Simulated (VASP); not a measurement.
An input for Ansatz (written as the equivalent of a VASP run, and not itself run):

Ansatz 0.2 input:
```yaml
crystal:
  lattice:
    - [0.0000000, 3.3166614, 3.3166614]
    - [3.3166614, 0.0000000, 3.3166614]
    - [3.3166614, 3.3166614, 0.0000000]
  atoms:
    - { symbol: In, position: [1.0000000, 1.0000000, 1.0000000] }
    - { symbol: Sb, position: [0.2500000, 0.2500000, 0.2500000] }
kpoints:
  mp_grid: { grid: [6, 6, 6] }
hamiltonian:
  xc: pbe
  pseudopotentials: { kind: paw }
scf:
  occupations: { method: gaussian, width: 0.05 }
  max_iter: 100
output: { forces: true, stress: true, eigenvalues: true }
```

### Question
Translate this input to VASP (INCAR, KPOINTS, POSCAR, choice of POTCAR).

### Answer
Several could match; the one computed here: 
File POSCAR:
```
InSb
1
    0.0000000000     3.3166614348     3.3166614348
    3.3166614348    -0.0000000000     3.3166614348
    3.3166614348     3.3166614348    -0.0000000000
In Sb
1 1
Direct
  1.0000000000   1.0000000000   1.0000000000
  0.2500000000   0.2500000000   0.2500000000
```

KPOINTS:
```
Automatic mesh
0
Gamma
6 6 6
0 0 0
```

### INCAR
```
ALGO  =  Normal   # blocked Davidson
LWAVE  =  .False.
LREAL  =  .False.   # projection in real space or not
SIGMA  =  0.05   # width (eV)
LCHARG  =  .True.
NELM  =  100
LASPH  =  .True.   # aspherical one-centre terms
EDIFF  =  1E-6
ISMEAR  =  0
ENCUT  =  520   # plane-wave cut-off (eV)
GGA  =  PE
SYSTEM  =  InSb
PREC  =  Accurate
LMAXMIX  =  4
```

POTCAR, in this order: In_d Sb (PBE.64 set). Program: vasp_std.

Limits of the translation: each code has its own PAW files, so the cut-off isn't converted (ENCUT is set for VASP's; basis.ecutwfc is left out, and Ansatz then takes the one that its files recommend); Ansatz stops its SCF on the density residual and VASP on the energy change (EDIFF).

The compound is InSb in the zinc blende structure. It was relaxed first, which changed the volume by +7 %.
